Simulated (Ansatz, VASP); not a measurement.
# CdPb (CdPb in the L10 ordering) in two plane-wave programs, part 2 of 2

Aim: how closely do two programs agree when they are given the same cell, functional and k mesh? The cell is generated by rule, not measured, and may not be a known phase. The cell is taken from a series of runs on this material, whose earlier steps may have relaxed, scaled, displaced or heated it; both programs get it as it stands.

VASP 6.6.1 and Ansatz 0.2.0.

So far: Set-up; Ansatz: zone-centre phonons, PBEsol.

## Step 3: VASP: zone-centre phonons, PBEsol

Level of this step: PBEsol; plane waves and PAW (Cd, Pb_d); invented cell (VASP).

The same cell, functional, mesh and smearing now go to VASP, with its own data sets.

Lines of VASP's logs that name or quote its potential files are left out, and so is its time.

Input file INCAR:

```
SYSTEM = CdPb
PREC = Accurate
ENCUT = 500
EDIFF = 1E-08
NELM = 120
ISMEAR = 1
SIGMA = 0.2
LREAL = .FALSE.
ALGO = Normal
GGA = PS
NBANDS = 19
LORBIT = 11
LWAVE = .FALSE.
LCHARG = .FALSE.
ISIF = 2
IBRION = 8
LASPH = .TRUE.
GGA_COMPAT = .FALSE.
KPAR = 2
```

Input file POSCAR:

```
CdPb
1.0
    3.3757996025      0.0000000000      0.0000000000
    0.0000000000      3.3757996025      0.0000000000
    0.0000000000      0.0000000000      4.5439417771
Cd Pb
1 1
Direct
    0.0000000000      0.0000000000      0.0000000000
    0.5000000000      0.5000000000      0.5000000000
```

Input file KPOINTS:

```
Automatic mesh
0
Gamma
6 6 4
0 0 0
```

PAW data sets: Cd and Pb_d (PBE family, release 64).

Run with:

```
mpirun -np 2 vasp_std
```

Numbers of over 12 decimals in the logs are rounded to 6 here.

What it wrote:

```text
[banner, memory and clock lines left out]
running    2 mpi-ranks, on    1 nodes
 distrk:  each k-point on    1 cores,    2 groups
 distr:  one band on    1 cores,    1 groups

 POSCAR found type information on POSCAR CdPb
 POSCAR found :  2 types and       2 ions
|                                                                             |
|               ----> ADVICE to this user running VASP <----                  |
|                                                                             |
|     You enforced a specific xc type in the INCAR file but a different       |
|     [... a line on the potential file left out ...]
|     I HOPE YOU KNOW WHAT YOU ARE DOING!                                     |
|                                                                             |

 LDA part: xc-table for (Slater+PW92), standard interpolation
 POSCAR, INCAR and KPOINTS ok, starting setup
 FFT: planning ... GRIDC
 FFT: planning ... GRID_SOFT
 FFT: planning ... GRID
 WAVECAR not read
 entering main loop
       N       E                     dE             d eps       ncg     rms          rms(c)
DAV:   1     0.236171724032E+03    0.23617E+03   -0.13575E+04  1140   0.155E+03
DAV:   2     0.609733164902E+01   -0.23007E+03   -0.22398E+03  1155   0.397E+02
DAV:   3    -0.500068930404E+01   -0.11098E+02   -0.11011E+02  1338   0.102E+02
DAV:   4    -0.522048656805E+01   -0.21980E+00   -0.21970E+00  1357   0.140E+01
DAV:   5    -0.522817464712E+01   -0.76881E-02   -0.76877E-02  1440   0.269E+00    0.238E+00
DAV:   6    -0.508907934017E+01    0.13910E+00   -0.39022E-01  1273   0.658E+00    0.223E+00
DAV:   7    -0.508039215348E+01    0.86872E-02   -0.37403E-02  1298   0.164E+00    0.130E+00
DAV:   8    -0.507810696480E+01    0.22852E-02   -0.60267E-03  1417   0.104E+00    0.896E-02
DAV:   9    -0.507805450719E+01    0.52458E-04   -0.87787E-04  1275   0.359E-01    0.391E-02
DAV:  10    -0.507804192799E+01    0.12579E-04   -0.14202E-04  1260   0.139E-01    0.145E-02
DAV:  11    -0.507804323373E+01   -0.13057E-05   -0.22032E-05  1492   0.493E-02    0.808E-03
DAV:  12    -0.507804248367E+01    0.75007E-06   -0.46244E-06  1274   0.206E-02    0.205E-03
DAV:  13    -0.507804249499E+01   -0.11329E-07   -0.50003E-07  1532   0.684E-03    0.937E-04
DAV:  14    -0.507804247851E+01    0.16479E-07   -0.38742E-08  1243   0.228E-03    0.221E-04
DAV:  15    -0.507804247808E+01    0.43156E-09   -0.91616E-10   729   0.337E-04
   1 F= -.50780425E+01 E0= -.50794914E+01  d E =0.434687E-02
 Linear response reoptimize wavefunctions to high precision
DAV:   1    -0.507804247867E+01   -0.58981E-09   -0.25500E-10   774   0.167E-04
DAV:   2    -0.507804247870E+01   -0.23647E-10   -0.53175E-11   714   0.815E-05
 Linear response DOF=           4
 Linear response progress:
  Degree of freedom:   1/  4
       N       E                     dE             d eps       ncg     rms          rms(c)
RMM:   1    -0.425777944812E+00   -0.42578E+00   -0.23884E-01  2801   0.254E+00
RMM:   2    -0.426336344734E+00   -0.55840E-03   -0.30327E-03  2770   0.496E-01    0.421E-02
RMM:   3    -0.425900125845E+00    0.43622E-03   -0.56452E-04  2933   0.207E-01    0.173E-02
RMM:   4    -0.425539577342E+00    0.36055E-03   -0.20696E-04  3003   0.103E-01    0.114E-02
RMM:   5    -0.425600720214E+00   -0.61143E-04   -0.22133E-05  2791   0.464E-02    0.519E-03
RMM:   6    -0.425560829390E+00    0.39891E-04   -0.39312E-06  2960   0.177E-02    0.141E-03
RMM:   7    -0.425541567643E+00    0.19262E-04   -0.84065E-07  2933   0.780E-03    0.127E-03
RMM:   8    -0.425552006953E+00   -0.10439E-04   -0.18859E-07  2852   0.364E-03    0.244E-04
RMM:   9    -0.425552129943E+00   -0.12299E-06   -0.38576E-08  3175   0.151E-03    0.322E-04
RMM:  10    -0.425549038629E+00    0.30913E-05   -0.11174E-08  2952   0.748E-04    0.249E-05
RMM:  11    -0.425549004245E+00    0.34384E-07   -0.40463E-09  3138   0.321E-04    0.228E-05
RMM:  12    -0.425549227223E+00   -0.22298E-06   -0.29703E-09  3095   0.171E-04    0.343E-06
RMM:  13    -0.425549291953E+00   -0.64730E-07   -0.28556E-09  2976   0.102E-04    0.257E-06
RMM:  14    -0.425549269904E+00    0.22050E-07   -0.45903E-09  2662   0.738E-05    0.467E-07
RMM:  15    -0.425549261785E+00    0.81188E-08    0.12347E-10  2451   0.626E-05    0.452E-07
 first order change of Fermi-energy   0.15583E-04
 force on displaced ion       1 direction 1 :  -0.975   0.000   0.000
 Linear response progress:
  Degree of freedom:   2/  4
       N       E                     dE             d eps       ncg     rms          rms(c)
RMM:   1    -0.436746715272E+00   -0.43675E+00   -0.22962E-01  1789   0.262E+00
RMM:   2    -0.437074237972E+00   -0.32752E-03   -0.42322E-03  1742   0.606E-01    0.484E-02
RMM:   3    -0.436762883652E+00    0.31135E-03   -0.77930E-04  1847   0.248E-01    0.172E-02
RMM:   4    -0.436574839271E+00    0.18804E-03   -0.27412E-04  1895   0.119E-01    0.136E-02
RMM:   5    -0.436737681000E+00   -0.16284E-03   -0.34421E-05  1730   0.575E-02    0.134E-02
RMM:   6    -0.436657476403E+00    0.80205E-04   -0.57515E-06  1805   0.226E-02    0.535E-03
RMM:   7    -0.436587724317E+00    0.69752E-04   -0.27399E-06  1765   0.121E-02    0.346E-03
RMM:   8    -0.436611608458E+00   -0.23884E-04   -0.40683E-07  1785   0.540E-03    0.444E-04
RMM:   9    -0.436619924387E+00   -0.83159E-05   -0.12895E-07  1921   0.257E-03    0.912E-04
RMM:  10    -0.436613180920E+00    0.67435E-05   -0.30155E-08  1802   0.130E-03    0.122E-04
RMM:  11    -0.436612498157E+00    0.68276E-06   -0.92109E-09  1981   0.591E-04    0.326E-05
RMM:  12    -0.436612094949E+00    0.40321E-06   -0.57555E-09  1918   0.283E-04    0.864E-06
RMM:  13    -0.436612158224E+00   -0.63276E-07   -0.51670E-09  1991   0.156E-04    0.450E-06
RMM:  14    -0.436612169757E+00   -0.11532E-07   -0.53347E-09  1768   0.105E-04    0.538E-06
RMM:  15    -0.436612261228E+00   -0.91472E-07   -0.50667E-09  1746   0.847E-05    0.446E-06
RMM:  16    -0.436612227864E+00    0.33364E-07   -0.36194E-09  1672   0.759E-05    0.102E-06
RMM:  17    -0.436612223967E+00    0.38973E-08   -0.80749E-09  1599   0.719E-05    0.244E-07
 first order change of Fermi-energy  -0.11657E-03
 force on displaced ion       1 direction 3 :   0.000  -0.000  -2.448
 Linear response progress:
  Degree of freedom:   3/  4
       N       E                     dE             d eps       ncg     rms          rms(c)
RMM:   1    -0.322883427952E+00   -0.32288E+00   -0.20041E-01  2743   0.413E+00
RMM:   2    -0.325309412973E+00   -0.24260E-02   -0.84190E-03  2830   0.696E-01    0.229E-02
RMM:   3    -0.325277451638E+00    0.31961E-04   -0.97409E-04  2962   0.199E-01    0.131E-02
RMM:   4    -0.325012846871E+00    0.26460E-03   -0.82374E-05  2907   0.659E-02    0.271E-03
RMM:   5    -0.325038605606E+00   -0.25759E-04   -0.15563E-05  3002   0.222E-02    0.186E-03
RMM:   6    -0.325033161045E+00    0.54446E-05   -0.11841E-06  3006   0.708E-03    0.382E-04
RMM:   7    -0.325029741025E+00    0.34200E-05   -0.39584E-07  3022   0.248E-03    0.201E-04
RMM:   8    -0.325028714854E+00    0.10262E-05   -0.49589E-08  2986   0.103E-03    0.217E-05
RMM:   9    -0.325029154258E+00   -0.43940E-06   -0.13534E-08  3083   0.467E-04    0.873E-06
RMM:  10    -0.325029242444E+00   -0.88186E-07   -0.13595E-08  3159   0.239E-04    0.554E-06
RMM:  11    -0.325029280963E+00   -0.38518E-07   -0.67733E-09  3196   0.147E-04    0.285E-06
RMM:  12    -0.325029332362E+00   -0.51400E-07   -0.45573E-08  3182   0.105E-04    0.641E-07
RMM:  13    -0.325029344867E+00   -0.12505E-07   -0.67492E-08  2938   0.850E-05    0.273E-07
RMM:  14    -0.325029352485E+00   -0.76181E-08   -0.44678E-08  2803   0.757E-05    0.167E-07
 first order change of Fermi-energy  -0.43516E-05
 force on displaced ion       2 direction 1 :  -0.979   0.000   0.000
 Linear response progress:
  Degree of freedom:   4/  4
       N       E                     dE             d eps       ncg     rms          rms(c)
RMM:   1    -0.342918822722E+00   -0.34292E+00   -0.16816E-01  1690   0.423E+00
RMM:   2    -0.345351113948E+00   -0.24323E-02   -0.74416E-03  1758   0.678E-01    0.343E-02
RMM:   3    -0.345312352962E+00    0.38761E-04   -0.82273E-04  1813   0.197E-01    0.170E-02
RMM:   4    -0.345129900767E+00    0.18245E-03   -0.12017E-04  1828   0.731E-02    0.436E-03
RMM:   5    -0.345096681149E+00    0.33220E-04   -0.17518E-05  1854   0.223E-02    0.201E-03
RMM:   6    -0.345079000201E+00    0.17681E-04   -0.19639E-06  1895   0.763E-03    0.286E-04
RMM:   7    -0.345081878025E+00   -0.28778E-05   -0.44352E-07  1834   0.274E-03    0.121E-04
RMM:   8    -0.345080939371E+00    0.93865E-06   -0.81890E-08  1905   0.117E-03    0.535E-05
RMM:   9    -0.345080654677E+00    0.28469E-06   -0.19719E-08  1859   0.577E-04    0.199E-05
RMM:  10    -0.345080772050E+00   -0.11737E-06   -0.19943E-08  1985   0.271E-04    0.736E-06
RMM:  11    -0.345080891597E+00   -0.11955E-06    0.90763E-08  1947   0.163E-04    0.245E-06
RMM:  12    -0.345080913830E+00   -0.22233E-07   -0.26348E-08  1953   0.112E-04    0.696E-07
RMM:  13    -0.345080920862E+00   -0.70322E-08   -0.51285E-08  1804   0.889E-05    0.322E-07
 first order change of Fermi-energy   0.18944E-03
 force on displaced ion       2 direction 3 :   0.000   0.000  -2.458
 Linear response finished
```

OUTCAR, selected parts (step 3):

```text
ion  position               nearest neighbor table
   1  0.000  0.000  0.000-   2 3.30   2 3.30   2 3.30   2 3.30   2 3.30   2 3.30   2 3.30   2 3.30

  LATTYP: Found a simple tetragonal cell.
 ALAT       =     3.3757996025
 C/A-ratio  =     1.3460342177

 Subroutine GETGRP returns: Found 16 space group operations
 (whereof 16 operations were pure point group operations)

The static configuration has the point symmetry D_4h.

 Found     30 irreducible k-points:

   k-points           NKPTS =     30   k-points in BZ     NKDIM =     30   number of bands    NBANDS=     19

   dimension x,y,z NGX =    28 NGY =   28 NGZ =   36
   dimension x,y,z NGXF=    56 NGYF=   56 NGZF=   72

   ENCUT  =  500.0 eV  36.75 Ry    6.06 a.u.   6.15  6.15  8.28*2*pi/ulx,y,z

   NELECT =      26.0000    total number of electrons

 k-points in reciprocal lattice and weights: Automatic mesh
   0.00000000  0.00000000  0.00000000       0.007
   0.16666667  0.00000000  0.00000000       0.028
   0.33333333  0.00000000  0.00000000       0.028
   0.50000000  0.00000000  0.00000000       0.014
   0.16666667  0.16666667  0.00000000       0.028
   0.33333333  0.16666667  0.00000000       0.056
   0.50000000  0.16666667  0.00000000       0.028
   0.33333333  0.33333333  0.00000000       0.028
   0.50000000  0.33333333  0.00000000       0.028
[...]
0.50000000  0.33333333  0.50000000       0.028
   0.50000000  0.50000000  0.50000000       0.007

 average (electrostatic) potential at core
       1 -36.5572       2 -91.9257

  Total       -0.1512628     -0.1512628      0.3467220      0.0000000      0.0000000      0.0000000
  in kB       -4.6801162     -4.6801162     10.7276823      0.0000000      0.0000000      0.0000000
  external PRESSURE =       0.4558166 kB  Pullay stress =       0.0000000 kB

  energy-cutoff  :      500.00
  volume of cell :       51.78
      direct lattice vectors                 reciprocal lattice vectors
     3.375799602  0.000000000  0.000000000     0.296226115  0.000000000  0.000000000
     0.000000000  3.375799602  0.000000000     0.000000000  0.296226115  0.000000000
     0.000000000  0.000000000  4.543941777     0.000000000  0.000000000  0.220073242

 POSITION                                       TOTAL-FORCE (eV/Angst)
 -----------------------------------------------------------------------------------
      0.00000      0.00000      0.00000         0.000000      0.000000      0.000000
      1.68790      1.68790      2.27197         0.000000      0.000000      0.000000
 -----------------------------------------------------------------------------------
    total drift:                                0.000000      0.000000      0.000000

 Eigenvectors and eigenvalues of the dynamical matrix
 ----------------------------------------------------

   1 f  =    2.867150 THz    18.014835 2PiTHz   95.637830 cm-1    11.857574 meV
             X         Y         Z           dx          dy          dz
      0.000000  0.000000  0.000000    -0.000000   -0.000000    0.804565
      1.687900  1.687900  2.271971     0.000000    0.000000   -0.593864

   2 f  =    1.809945 THz    11.372223 2PiTHz   60.373281 cm-1     7.485330 meV
             X         Y         Z           dx          dy          dz
      0.000000  0.000000  0.000000     0.797669    0.105411    0.000000
      1.687900  1.687900  2.271971    -0.588693   -0.077795   -0.000000

   3 f  =    1.809945 THz    11.372223 2PiTHz   60.373281 cm-1     7.485330 meV
             X         Y         Z           dx          dy          dz
      0.000000  0.000000  0.000000     0.105411   -0.797669   -0.000000
      1.687900  1.687900  2.271971    -0.077795    0.588693    0.000000

   4 f/i=    0.001705 THz     0.010714 2PiTHz    0.056878 cm-1     0.007052 meV
             X         Y         Z           dx          dy          dz
      0.000000  0.000000  0.000000    -0.419888   -0.419888   -0.000000
      1.687900  1.687900  2.271971    -0.568941   -0.568941   -0.000000

   5 f/i=    0.001705 THz     0.010714 2PiTHz    0.056878 cm-1     0.007052 meV
             X         Y         Z           dx          dy          dz
      0.000000  0.000000  0.000000     0.419888   -0.419888   -0.000000
      1.687900  1.687900  2.271971     0.568941   -0.568941   -0.000000

   6 f/i=    0.002890 THz     0.018160 2PiTHz    0.096411 cm-1     0.011953 meV
             X         Y         Z           dx          dy          dz
      0.000000  0.000000  0.000000     0.000000   -0.000000    0.593864
      1.687900  1.687900  2.271971     0.000000   -0.000000    0.804565

 ELASTIC MODULI CONTR FROM IONIC RELAXATION (kBar)
 Direction    XX          YY          ZZ          XY          YZ          ZX
 --------------------------------------------------------------------------------
 XX           0.0000      0.0000      0.0000      0.0000      0.0000      0.0000
 YY           0.0000      0.0000      0.0000      0.0000      0.0000      0.0000
 ZZ           0.0000      0.0000      0.0000      0.0000      0.0000      0.0000
 XY           0.0000      0.0000      0.0000      0.0000      0.0000      0.0000
 YZ           0.0000      0.0000      0.0000      0.0000      0.0000      0.0000
 ZX           0.0000      0.0000      0.0000      0.0000      0.0000      0.0000
 --------------------------------------------------------------------------------
```

## Step 4: Side by side

Known differences besides the potentials themselves: VASP's run holds the zone centre alone; the data sets hold 34 valence electrons in Ansatz (on its default PAW (the set named soft_2) files) and 26 in VASP; the cutoff is 420 eV in Ansatz and 500 eV in VASP; Ansatz makes its cores anew for this functional, VASP keeps those of its PBE data sets. Total energies have different zeros and are not compared.

The two programs side by side:

| quantity | Ansatz | VASP | difference |
| --- | --- | --- | --- |
| optical mode 1 to 2 (cm⁻¹) | 59.8 | 60.4 | -1.00 % |
| optical mode 3 (cm⁻¹) | 94.4 | 95.6 | -1.28 % |

Modes are paired by rising frequency, not by their patterns, so a pair may set unlike modes beside each other; they are those without the splitting of longitudinal modes.

## Step 5: What came out

```
r.m.s. difference of the optical zone-centre modes, each program's sorted by frequency (zone-centre phonons, PBEsol) : 0.86 cm⁻¹
difference in optical mode 3 (zone-centre phonons, PBEsol)                                                           : -1.3 %
```

**Reading.** The r.m.s. difference of the optical zone-centre modes, each program's sorted by frequency is 0.86 cm⁻¹ (zone-centre phonons, PBEsol). The data sets hold unlike numbers of valence electrons (34 in Ansatz and 26 in VASP), so part of the differences comes from the potentials. Among the rows given in per cent, the largest difference of the zone-centre phonons, PBEsol pair is in optical mode 3, -1.3 %. Such differences can come from data sets, numerical settings and the points named under the comparisons, not from the functional's error against experiment.

[Lines on the potential files, build, host, timing and source positions are cut from VASP's logs without a mark.]

[Logs are printed without paths, hosts, clocks, repeated set-up lines and the standing remarks that a program may print on its own settings, such as how far it seeks lower states.]

[Hosts, paths, dates, database ids (printed as entryN), source tags and the programs' standing remarks are cut or masked in the printed files.]
